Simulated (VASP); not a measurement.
Crystal: Ti2Bi2O7.

```
Ti Bi O
1.0
     0.00000    5.20655    5.20655
     5.20655    0.00000    5.20655
     5.20655    5.20655    0.00000
Ti Bi O
4 4 14
Direct
  0.12500 0.62500 0.62500
  0.62500 0.62500 0.12500
  0.62500 0.62500 0.62500
  0.62500 0.12500 0.62500
  0.12500 0.12500 0.12500
  0.62500 0.12500 0.12500
  0.12500 0.62500 0.12500
  0.12500 0.12500 0.62500
  0.69882 0.30118 0.30118
  0.30118 0.69882 0.30118
  0.00000 0.00000 0.00000
  0.55118 0.94882 0.94882
  0.30118 0.30118 0.69882
  0.30118 0.69882 0.69882
  0.69882 0.30118 0.69882
  0.94882 0.55118 0.94882
  0.94882 0.55118 0.55118
  0.69882 0.69882 0.30118
  0.55118 0.94882 0.55118
  0.55118 0.55118 0.94882
  0.94882 0.94882 0.55118
  0.25000 0.25000 0.25000
```

The cell comes from a database or a generator and needn't be the stable form of this composition.

- Program: VASP 6.6.1
- Task: relaxation of cell and atoms
- Functional: PBEsol
- Potentials or basis: VASP PAW PBE potentials, release 64 (Ti_sv, Bi_d, O)
- Cutoff: 600 eV
- k mesh: 6 × 6 × 6
- Occupations: gaussian, width 0.03 eV
- Spin: no spin polarisation

At the start: pressure -6.1 GPa; volume 12.83 Å³/atom.

Question: Where does the relaxation end?

Answer: Over 6 steps the energy falls by 8.6 meV/atom and the volume is 12.39 Å³/atom (-3.4 %); space group Fd-3m (No. 227, to 0.05 Å).

Step by step:
| step | energy change (eV) | largest force (eV/Å) | pressure (GPa) | volume (Å³) |
| --- | --- | --- | --- | --- |
| 1 | 0.0000 | 0.0990 | -6.15 | 282.28 |
| 2 | 0.0607 | 0.2196 | 7.98 | 262.65 |
| 3 | -0.1880 | 0.0399 | -0.08 | 272.91 |
| 4 | -0.1879 | 0.0430 | 0.05 | 272.72 |
| 5 | -0.1886 | 0.0218 | 0.05 | 272.64 |
| 6 | -0.1888 | 0.0031 | 0.06 | 272.55 |

Final structure:
```
Ti Bi O
1.0
     0.00000    5.14602    5.14602
     5.14602    0.00000    5.14602
     5.14602    5.14602    0.00000
Ti Bi O
4 4 14
Direct
  0.12500 0.62500 0.62500
  0.62500 0.62500 0.12500
  0.62500 0.62500 0.62500
  0.62500 0.12500 0.62500
  0.12500 0.12500 0.12500
  0.62500 0.12500 0.12500
  0.12500 0.62500 0.12500
  0.12500 0.12500 0.62500
  0.69899 0.30101 0.30101
  0.30101 0.69899 0.30101
  0.00000 0.00000 0.00000
  0.55101 0.94899 0.94899
  0.30101 0.30101 0.69899
  0.30101 0.69899 0.69899
  0.69899 0.30101 0.69899
  0.94899 0.55101 0.94899
  0.94899 0.55101 0.55101
  0.69899 0.69899 0.30101
  0.55101 0.94899 0.55101
  0.55101 0.55101 0.94899
  0.94899 0.94899 0.55101
  0.25000 0.25000 0.25000
```

Caveat: the PAW data sets were made with another functional, which shifts forces and pressure a little.
